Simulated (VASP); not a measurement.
Method: revPBE GGA, VASP's PBE PAW potentials (set 64) (plane waves; VASP 6.6.1).

VASP input:

POSCAR:
```
Zr
1
    1.6416338752    -2.8433932233     0.0000000000
    1.6416338752     2.8433932233     0.0000000000
    0.0000000000     0.0000000000     5.2551391384
Zr
2
Direct
  0.3333330000   0.6666670000   0.2500000000
  0.6666670000   0.3333330000   0.7500000000
```

**KPOINTS**
```
Regular mesh
0
Gamma
 13 13 7
0 0 0
```

### INCAR
```
! general
SYSTEM   =  Zr
PREC     =  Accurate
ENCUT    =  520
LREAL    =  F   ! projection in real space or not
LASPH    =  T   ! aspherical one-centre terms

! electronic loop
EDIFF    =  1E-7
NELM     =  100   ! most electronic steps
ALGO     =  Normal
LMAXMIX  =  4

! smearing
ISMEAR   =  1
SIGMA    =  0.1   ! width (eV)

! functional
GGA      =  RE

! ions
IBRION   =  2   ! conjugate gradients
NSW      =  30   ! most ionic steps
ISIF     =  4
EDIFFG   =  -0.01   ! ionic stop

! output
LWAVE    =  F
LCHARG   =  F
```

POTCAR, in this order: Zr_sv (PBE.64 set). Program: vasp_std.

The resulting files:

File OSZICAR:
```
       N       E                     dE             d eps       ncg     rms          rms(c)
DAV:   1     0.217547906765E+03    0.21755E+03   -0.13463E+04  2688   0.147E+03
DAV:   2    -0.255757689389E+01   -0.22011E+03   -0.21822E+03  3376   0.412E+02
DAV:   3    -0.168224349913E+02   -0.14265E+02   -0.14117E+02  5152   0.778E+01
DAV:   4    -0.170836698362E+02   -0.26123E+00   -0.26092E+00  2896   0.118E+01
DAV:   5    -0.170915875687E+02   -0.79177E-02   -0.79159E-02  4296   0.137E+00    0.127E+01
DAV:   6    -0.164657037035E+02    0.62588E+00   -0.10364E+00  2800   0.892E+00    0.480E+00
DAV:   7    -0.163440667516E+02    0.12164E+00   -0.65627E-01  3840   0.620E+00    0.115E+00
DAV:   8    -0.163509247862E+02   -0.68580E-02   -0.41589E-02  3560   0.167E+00    0.305E-01
DAV:   9    -0.163511952548E+02   -0.27047E-03   -0.26683E-03  3144   0.553E-01    0.397E-02
DAV:  10    -0.163511375446E+02    0.57710E-04   -0.77155E-05  4088   0.595E-02    0.240E-02
DAV:  11    -0.163511378665E+02   -0.32192E-06   -0.14668E-05  2952   0.474E-02    0.437E-03
DAV:  12    -0.163511379770E+02   -0.11054E-06   -0.45862E-07  3512   0.501E-03    0.338E-03
DAV:  13    -0.163511375169E+02    0.46017E-06   -0.57030E-08  1920   0.269E-03    0.112E-03
DAV:  14    -0.163511374222E+02    0.94641E-07   -0.13901E-08  2008   0.149E-03
   1 F= -.16351137E+02 E0= -.16351149E+02  d E =-.163511E+02
       N       E                     dE             d eps       ncg     rms          rms(c)
DAV:   1    -0.163513011465E+02   -0.16363E-03   -0.92560E-03  2728   0.902E-01    0.673E-02
DAV:   2    -0.163511944783E+02    0.10667E-03   -0.27782E-04  3096   0.134E-01    0.326E-02
DAV:   3    -0.163511620818E+02    0.32396E-04   -0.13369E-04  3744   0.840E-02    0.547E-03
DAV:   4    -0.163511624123E+02   -0.33049E-06   -0.22246E-06  3048   0.143E-02    0.262E-03
DAV:   5    -0.163511623253E+02    0.86985E-07   -0.15170E-07  2480   0.380E-03
   2 F= -.16351162E+02 E0= -.16351194E+02  d E =-.249031E-04
```

**OUTCAR**
```
------------------------ aborting loop because EDIFF is reached ----------------------------------------
  FORCE on cell =-STRESS in cart. coord.  units (eV):
  Direction    XX          YY          ZZ          XY          YZ          ZX
  --------------------------------------------------------------------------------------
  Total       -0.8102935     -0.8102934     -0.7924829     -0.0000000      0.0000000      0.0000000
  in kB      -26.4621713    -26.4621703    -25.8805208     -0.0000000      0.0000000      0.0000000
  external PRESSURE =     -26.2682875 kB  Pullay stress =       0.0000000 kB
  volume of cell :       49.06
      direct lattice vectors                 reciprocal lattice vectors
     1.641004495 -2.842303108  0.000000000     0.304691426 -0.175913680 -0.000000000
     1.641004495  2.842303108  0.000000000     0.304691426  0.175913680  0.000000000
     0.000000000 -0.000000000  5.259170949     0.000000000  0.000000000  0.190144038
 POSITION                                       TOTAL-FORCE (eV/Angst)
 -----------------------------------------------------------------------------------
      1.64100      0.94744      1.31479         0.000000     -0.000000      0.000000
      1.64100     -0.94744      3.94438        -0.000000      0.000000      0.000000
 -----------------------------------------------------------------------------------
    total drift:                                0.000000      0.001145     -0.000019
  FREE ENERGIE OF THE ION-ELECTRON SYSTEM (eV)
  ---------------------------------------------------
  free  energy   TOTEN  =       -16.3511623253 eV

  energy  without entropy=      -16.3512587359  energy(sigma->0) =      -16.35119446

 reached required accuracy - stopping structural energy minimisation
```
(Selected blocks of OUTCAR.)

CONTCAR:
```
Zr
   1.00000000000000
     1.6410044953770397   -2.8423031076997671    0.0000000000000000
     1.6410044953770397    2.8423031076997671    0.0000000000000000
     0.0000000000000000   -0.0000000000000000    5.2591709487458269
  Zr
     2
Direct
     0.3333330000000032    0.6666669999999968    0.2500000000000000
     0.6666669999999968    0.3333330000000032    0.7500000000000000
```

The compound is Zr in the hcp structure. This cell is one point of a volume scan, at 1.03 of the reference volume. Symmetry was kept, so distortions that lower it aren't found.
